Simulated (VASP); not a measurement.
Runs of VASP 6.6.1 on CuF. The structure is tetragonal, space group P4/mmm (No. 123). Conventional cell: a = 2.471 Å, b = 2.471 Å, c = 3.417 Å, α = 90.00°, β = 90.00°, γ = 90.00°. Cu (site symmetry 4/mmm) has 8 F at 2.44 Å and 4 Cu at 2.47 Å as nearest neighbours. F (site symmetry 4/mmm) has 8 Cu at 2.44 Å and 4 F at 2.47 Å as nearest neighbours. The cell was built by a generator and needn't be a form met in nature.

```tsv
task	level	U	cell	cutoff (eV)	smearing	gap on the mesh (eV)	pressure (GPa)	relaxed volume (Å³/atom)
relaxation of cell and atoms	r2SCAN+D4	-	relaxed	600	gaussian 0.05 eV	none	-0.1	10.17
relaxation of cell and atoms	PBE	-	relaxed	600	gaussian 0.05 eV	none	-0.1	10.86
relaxation of cell and atoms	SCAN	-	relaxed	600	gaussian 0.05 eV	none	0.0	10.17
single point	PBE	-	as given	520	fermi-dirac 0.05 eV	none	(a)	-
density of states	r2SCAN+D3(BJ)+U	Cu d U = 3 eV	as given	520	tetrahedron	none	-5.8	-
relaxation of cell and atoms	r2SCAN	-	relaxed	600	gaussian 0.05 eV	none	-0.1	10.27
```

Alike in all rows: potentials or basis VASP PAW PBE potentials, release 64 (Cu, F); no spin polarisation; k mesh 11 × 11 × 8.

Q: Fill in the values left out.

A: (a) 4.3.

Caveats: the run has no spin polarisation, though such a crystal can be magnetic; semilocal functionals often make such compounds metallic where correlation or magnetic order opens a gap, which also shifts bond lengths (some runs); the PAW data sets were made with another functional, which shifts forces and pressure a little (some runs); pairwise dispersion overbinds metals, which lowers pressure and volume (some runs); U without spin polarisation on a metal has little footing (some runs).

A k mesh can miss the band edges.

A gap of «none» marks a metal or a gap under the smearing width.

Not every run made on this cell is shown here.
